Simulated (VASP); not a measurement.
An input for Ansatz (written as the equivalent of a VASP run, and not itself run):

Ansatz 0.2 input:
```yaml
crystal:
  lattice:
    - [-5.0992863, 5.0992861, 2.5523910]
    - [5.0992863, -5.0992861, 2.5523910]
    - [5.0992861, 5.0992863, -2.5523910]
  atoms:
    - { symbol: Nb, position: [0.1667022, 0.1802905, 0.8223874] }
    - { symbol: Nb, position: [0.8197095, 0.6420970, 0.9864118] }
    - { symbol: Nb, position: [0.3579030, 0.3443148, 0.1776126] }
    - { symbol: Nb, position: [0.6556852, 0.8332978, 0.0135882] }
    - { symbol: Nb, position: [0.5029060, 0.1587597, 0.6316213] }
    - { symbol: Nb, position: [0.8412403, 0.4728616, 0.3441463] }
    - { symbol: Nb, position: [0.5271384, 0.8712848, 0.3683787] }
    - { symbol: Nb, position: [0.1287152, 0.4970940, 0.6558537] }
    - { symbol: Nb, position: [0.5287377, 0.5503739, 0.5884763] }
    - { symbol: Nb, position: [0.4496261, 0.0381024, 0.9783638] }
    - { symbol: Nb, position: [0.9618976, 0.9402615, 0.4115237] }
    - { symbol: Nb, position: [0.0597385, 0.4712623, 0.0216362] }
    - { symbol: Si, position: [0.9934548, 0.7257938, 0.6851433] }
    - { symbol: Si, position: [0.2742062, 0.9593495, 0.2676610] }
    - { symbol: Si, position: [0.0406505, 0.3083115, 0.3148567] }
    - { symbol: Si, position: [0.6916885, 0.0065452, 0.7323390] }
kpoints:
  mp_grid: { grid: [8, 8, 8] }
hamiltonian:
  xc: pbesol
  pseudopotentials: { kind: paw }
scf:
  occupations: { method: tetrahedron }
  max_iter: 100
output: { forces: true, stress: true, eigenvalues: true }
```

Q: Write the VASP files for the same calculation (PBEsol).

A: One answer among several that fit: 
### INCAR
```
SYSTEM  =  Nb3Si
PREC  =  Accurate; ENCUT  =  400; LREAL  =  Auto
LASPH  =  .True.
EDIFF  =  1E-7; NELM  =  100; ALGO  =  Normal
LMAXMIX  =  4
ISMEAR  =  -5
GGA  =  PS
ISIF  =  2
LWAVE  =  .False.; LCHARG  =  .True.; LORBIT  =  11
NEDOS  =  601
LEFG  =  .True.
```

**KPOINTS**
```
Automatic mesh
0
Gamma
8 8 8
0 0 0
```

POSCAR:
```
Nb3Si
1
   -5.0992863179     5.0992860621     2.5523909556
    5.0992863179    -5.0992860621     2.5523909556
    5.0992860621     5.0992863179    -2.5523909556
Nb Si
12 4
Direct
  0.1667022437   0.1802904768   0.8223874355
  0.8197095232   0.6420969587   0.9864117668
  0.3579030413   0.3443148081   0.1776125645
  0.6556851919   0.8332977563   0.0135882332
  0.5029060206   0.1587596834   0.6316212563
  0.8412403166   0.4728615727   0.3441463371
  0.5271384273   0.8712847643   0.3683787437
  0.1287152357   0.4970939794   0.6558536629
  0.5287377068   0.5503738959   0.5884762564
  0.4496261041   0.0381023605   0.9783638109
  0.9618976395   0.9402614504   0.4115237436
  0.0597385496   0.4712622932   0.0216361891
  0.9934547945   0.7257938254   0.6851433437
  0.2742061746   0.9593495183   0.2676609691
  0.0406504817   0.3083114507   0.3148566563
  0.6916885493   0.0065452055   0.7323390309
```

POTCAR, in this order: Nb_sv Si (PBE.64 set). Program: vasp_std.

Limits of the translation: each code has its own PAW files, so the cut-off isn't converted (ENCUT is set for VASP's; basis.ecutwfc is left out, and Ansatz then takes the one that its files recommend); Ansatz stops its SCF on the density residual and VASP on the energy change (EDIFF); the field gradients of LEFG aren't asked of the other code.

The structure comes from a computed database's Nb3Si entry (I-4); how it stands against other phases isn't given here. It was relaxed first.
